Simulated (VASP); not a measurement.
An input for Quantum ESPRESSO's pw.x (written as the equivalent of a VASP run, and not itself run):

```
&CONTROL
  calculation = 'scf'
  pseudo_dir = './pseudo'
  outdir = './out'
  tprnfor = .true.
  tstress = .true.
/
&SYSTEM
  ibrav = 0
  nat = 3
  ntyp = 2
  ecutwfc = 84
  occupations = 'tetrahedra'
  input_dft = 'pw91'
/
&ELECTRONS
  conv_thr = 7.3e-09
  electron_maxstep = 100
/
ATOMIC_SPECIES
  Ca 40.078 Ca.upf
  F 18.998 F.upf
CELL_PARAMETERS angstrom
     0.0000000    2.7524854    2.7524854
     2.7524854   -0.0000000    2.7524854
     2.7524854    2.7524854    0.0000000
ATOMIC_POSITIONS crystal
  Ca   1.0000000  0.0000000  1.0000000
  F    0.2500000  0.2500000  0.2500000
  F    0.7500000  0.7500000  0.7500000
K_POINTS automatic
  8 8 8 0 0 0
```

### Question
Translate this input to VASP (INCAR, KPOINTS, POSCAR, choice of POTCAR).

### Answer
One answer among several that fit: 
**INCAR**
```
ALGO=Normal
EDIFF=1E-7
ENCUT=520
GGA=91
ISIF=2
ISMEAR=-5
LASPH=.TRUE.
LCHARG=.TRUE.
LEFG=.TRUE.
LORBIT=11
LREAL=.FALSE.
LWAVE=.FALSE.
NEDOS=601
NELM=100
PREC=Accurate
SYSTEM=CaF2
```

**POSCAR**
```
CaF2
1
    0.0000000000     2.7524854476     2.7524854476
    2.7524854476    -0.0000000000     2.7524854476
    2.7524854476     2.7524854476     0.0000000000
Ca F
1 2
Direct
  1.0000000000   0.0000000000   1.0000000000
  0.2500000000   0.2500000000   0.2500000000
  0.7500000000   0.7500000000   0.7500000000
```

**KPOINTS**
```
Automatic mesh
0
Gamma
8 8 8
0 0 0
```

POTCAR, in this order: Ca_sv F (PBE.64 set). Program: vasp_std.

Limits of the translation: the potentials are each code's own (VASP's PAW set, PseudoDojo norm-conserving files in pw.x), so ENCUT and ecutwfc are chosen apart and not converted; conv_thr bounds pw.x's estimated SCF error, while EDIFF bounds the energy change between steps; the field gradients of LEFG aren't asked of the other code.

The compound is CaF2 in the fluorite structure. It was relaxed first.
